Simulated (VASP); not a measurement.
A convergence study with VASP on Cs (bcc): one setting is varied, all else stays as given below, so the limit is that of these other settings.

```xyz
1
Lattice="-3.0500 3.0500 3.0500 3.0500 -3.0500 3.0500 3.0500 3.0500 -3.0500" Properties=species:S:1:pos:R:3 pbc="T T T"
Cs     0.0000     0.0000     0.0000
```

These are PBE GGA, VASP's PBE PAW potentials (set 64) (plane waves; VASP 6.6.1) values and carry that method's errors. The tightest run used: 550 eV cut-off, 18×18×18 Γ-centred mesh, first-order Methfessel-Paxton smearing of 0.10 eV, potentials Cs_sv.

```csv
setting,E (eV/atom),pressure (GPa),irreducible k-points
1×1×1 mesh,-1.6210,0.56,1
2×2×2 mesh,-0.6789,-0.46,3
3×3×3 mesh,-0.9233,-0.02,4
```

### Question
These are the cheaper rows. Estimate the results at 18×18×18 mesh, and how far the last row shown lies from them.

### Answer

| quantity | tightest run | last row shown is off by |
|---|---|---|
| E (eV/atom) | -0.8492 | -0.0740 |
| pressure (GPa) | 0.06 | -0.08 |

Left out are rungs that failed or repeat a setting and relaxations that didn't move; long series are thinned to 24 rows.

The compound is Cs in the bcc structure. The cell was not relaxed at this level.
